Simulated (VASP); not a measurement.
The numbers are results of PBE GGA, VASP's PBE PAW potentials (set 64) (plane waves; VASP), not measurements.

VASP input:

File POSCAR:
```
FeP
1
    1.7564950000     1.0141130000     3.0062330000
   -1.7564950000     1.0141130000     3.0062330000
    0.0000000000    -2.0282260000     3.0062330000
Fe P
1 1
Direct
  0.7624000000   0.7624000000   0.7624000000
  0.2376000000   0.2376000000   0.2376000000
```

### KPOINTS
```
Automatic
0
Gamma
7 7 7
```

INCAR:
```
SYSTEM = FeP
PREC = Accurate; ENCUT = 520; LREAL = .FALSE.
LASPH = .TRUE.
EDIFF = 1E-6; NELM = 100; ALGO = Normal
LMAXMIX = 4
ISMEAR = 0; SIGMA = 0.05
GGA = PE
MAGMOM = 4.0 0.0
ISPIN = 2
ISIF = 2
LWAVE = .FALSE.; LCHARG = .FALSE.; LORBIT = 10
```

POTCAR, in this order: Fe P (PBE.64 set). Program: vasp_std.

What VASP printed:

**OUTCAR**
```
 ion  position               nearest neighbor table
   1  0.762  0.762  0.762-   2 2.40   2 2.40   2 2.40   2 2.66   2 2.66   2 2.66
   2  0.238  0.238  0.238-   1 2.40   1 2.40   1 2.40   1 2.66   1 2.66   1 2.66
  LATTYP: Found a trigonal (rhomboedric) cell.
 ALAT       =     3.6264496015
 COS(alpha) =     0.5307971794
 Subroutine PRICEL returns:
 Original cell was already a primitive cell.
 Subroutine GETGRP returns: Found  6 space group operations
The static configuration has the point symmetry C_3v.
The dynamic configuration has the point symmetry C_3v.
The overall configuration has the point symmetry C_3v.
 Subroutine INISYM returns: Found  6 space group operations
 Subroutine IBZKPT returns following result:
 Found     44 irreducible k-points:

 Following reciprocal coordinates:
            Coordinates               Weight
  0.000000  0.000000  0.000000      1.000000
  0.142857  0.000000 -0.000000      6.000000
  0.285714  0.000000  0.000000      6.000000
  0.428571  0.000000 -0.000000      6.000000
  0.142857  0.142857 -0.000000      6.000000
  0.285714  0.142857 -0.000000     12.000000
  0.428571  0.142857 -0.000000     12.000000
 -0.428571  0.142857  0.000000     12.000000
 -0.285714  0.142857 -0.000000     12.000000
 -0.142857  0.142857  0.000000      6.000000
  0.285714  0.285714  0.000000      6.000000
  0.428571  0.285714  0.000000     12.000000
 -0.428571  0.285714  0.000000     12.000000
 -0.285714  0.285714  0.000000      6.000000
  0.428571  0.428571 -0.000000      6.000000
 -0.428571  0.428571  0.000000      6.000000
  0.142857  0.142857  0.142857      2.000000
  0.285714  0.142857  0.142857      6.000000
  0.428571  0.142857  0.142857      6.000000
 -0.428571  0.142857  0.142857      6.000000
 -0.285714  0.142857  0.142857      6.000000
 -0.142857  0.142857  0.142857      6.000000
  0.285714  0.285714  0.142857      6.000000
  0.428571  0.285714  0.142857     12.000000
 -0.428571  0.285714  0.142857     12.000000
 -0.285714  0.285714  0.142857     12.000000
 -0.142857  0.285714  0.142857     12.000000
  0.428571  0.428571  0.142857      6.000000
 -0.428571  0.428571  0.142857     12.000000
 -0.285714  0.428571  0.142857     12.000000
 -0.142857  0.428571  0.142857     12.000000
 -0.428571 -0.428571  0.142857      6.000000
 -0.285714 -0.428571  0.142857     12.000000
 -0.285714 -0.285714  0.142857      6.000000
  0.285714  0.285714  0.285714      2.000000
  0.428571  0.285714  0.285714      6.000000
 -0.428571  0.285714  0.285714      6.000000
 -0.285714  0.285714  0.285714      6.000000
  0.428571  0.428571  0.285714      6.000000
 -0.428571  0.428571  0.285714     12.000000
   k-points           NKPTS =     44   k-points in BZ     NKDIM =     44   number of bands    NBANDS=     12
   number of dos      NEDOS =    301   number of ions     NIONS =      2
   total plane-waves  NPLWV =  21952
   dimension x,y,z NGX =    28 NGY =   28 NGZ =   28
   dimension x,y,z NGXF=    56 NGYF=   56 NGZF=   56
   ions per type =               1   1
   PREC   = accura    normal or accurate (medium, high low for compatibility)
   ISTART =      0    job   : 0-new  1-cont  2-samecut
   ICHARG =      2    charge: 1-file 2-atom 10-const
   ISPIN  =      2    spin polarized calculation?
   LNONCOLLINEAR =      F non collinear calculations
   LSORBIT =      F    spin-orbit coupling
   INIWAV =      1    electr: 0-lowe 1-rand  2-diag
   ENCUT  =  520.0 eV  38.22 Ry    6.18 a.u.   6.74  6.74  6.74*2*pi/ulx,y,z
   NELM   =    100;   NELMIN=  2; NELMDL= -5     # of ELM steps
   EDIFF  = 0.1E-05   stopping-criterion for ELM
   LREAL  =      F    real-space projection
...
```

OSZICAR:
```
       N       E                     dE             d eps       ncg     rms          rms(c)
DAV:   1     0.540336361255E+02    0.54034E+02   -0.57633E+03  2112   0.109E+03
DAV:   2    -0.120950800792E+02   -0.66129E+02   -0.60211E+02  2148   0.204E+02
DAV:   3    -0.156853782812E+02   -0.35903E+01   -0.34560E+01  2556   0.542E+01
DAV:   4    -0.157662113541E+02   -0.80833E-01   -0.80689E-01  2544   0.768E+00
DAV:   5    -0.157681593436E+02   -0.19480E-02   -0.19476E-02  2724   0.129E+00    0.143E+01
DAV:   6    -0.195986013136E+02   -0.38304E+01   -0.57088E+01  2388   0.120E+02    0.351E+01
DAV:   7    -0.132133913373E+02    0.63852E+01   -0.40435E+01  2460   0.869E+01    0.456E+00
DAV:   8    -0.132513826943E+02   -0.37991E-01   -0.79236E-01  2452   0.813E+00    0.179E+00
DAV:   9    -0.132407505241E+02    0.10632E-01   -0.42795E-02  3056   0.325E+00    0.815E-01
DAV:  10    -0.132403316447E+02    0.41888E-03   -0.48695E-03  3244   0.788E-01    0.212E-01
DAV:  11    -0.132403931044E+02   -0.61460E-04   -0.62289E-04  2972   0.329E-01    0.134E-01
DAV:  12    -0.132403313727E+02    0.61732E-04   -0.23072E-04  3232   0.181E-01    0.650E-02
DAV:  13    -0.132403311377E+02    0.23508E-06   -0.27614E-05  2756   0.502E-02    0.275E-02
DAV:  14    -0.132403323528E+02   -0.12151E-05   -0.62025E-06  2184   0.276E-02    0.824E-03
DAV:  15    -0.132403322115E+02    0.14125E-06   -0.17560E-06  1468   0.136E-02
   1 F= -.13240332E+02 E0= -.13239249E+02  d E =-.216663E-02  mag=     2.5897
```

**OUTCAR**
```
------------------------ aborting loop because EDIFF is reached ----------------------------------------
  FORCE on cell =-STRESS in cart. coord.  units (eV):
  Direction    XX          YY          ZZ          XY          YZ          ZX
  --------------------------------------------------------------------------------------
  Total       -2.7479294     -2.7479302     -3.2039431      0.0000000      0.0000000      0.0000000
  in kB     -137.0278986   -137.0279361   -159.7674196      0.0000000      0.0000000      0.0000000
  external PRESSURE =    -144.6077515 kB  Pullay stress =       0.0000000 kB
  volume of cell :       32.13
      direct lattice vectors                 reciprocal lattice vectors
     1.756495000  1.014113000  3.006233000     0.284657799  0.164347234  0.110880738
    -1.756495000  1.014113000  3.006233000    -0.284657799  0.164347234  0.110880738
     0.000000000 -2.028226000  3.006233000     0.000000000 -0.328694468  0.110880738
 POSITION                                       TOTAL-FORCE (eV/Angst)
 -----------------------------------------------------------------------------------
      0.00000      0.00000      6.87586         0.000000      0.000000     -0.180096
      0.00000      0.00000      2.14284         0.000000      0.000000      0.180096
 -----------------------------------------------------------------------------------
    total drift:                               -0.000000      0.000002     -0.000132
  FREE ENERGIE OF THE ION-ELECTRON SYSTEM (eV)
  ---------------------------------------------------
  free  energy   TOTEN  =       -13.2403322115 eV

  energy  without entropy=      -13.2381655846  energy(sigma->0) =      -13.23924890

 total charge

# of ion       s       p       d       tot
------------------------------------------
    1        0.371   0.357   6.177   6.905
    2        1.055   1.370   0.000   2.426
--------------------------------------------------
tot          1.427   1.727   6.177   9.331

 magnetization (x)

# of ion       s       p       d       tot
------------------------------------------
    1        0.059   0.030   2.511   2.599
    2        0.018  -0.055   0.000  -0.037
--------------------------------------------------
tot          0.077  -0.025   2.511   2.562
```
(Selected blocks of OUTCAR.)

The structure was generated: FeP was put into the alpha-GeTe type (R3m), which need not be its known phase. The cell was not relaxed at this level. The k-mesh is coarse (spacing up to 0.31 per Å, 2π included), so the numbers may not be converged in it.
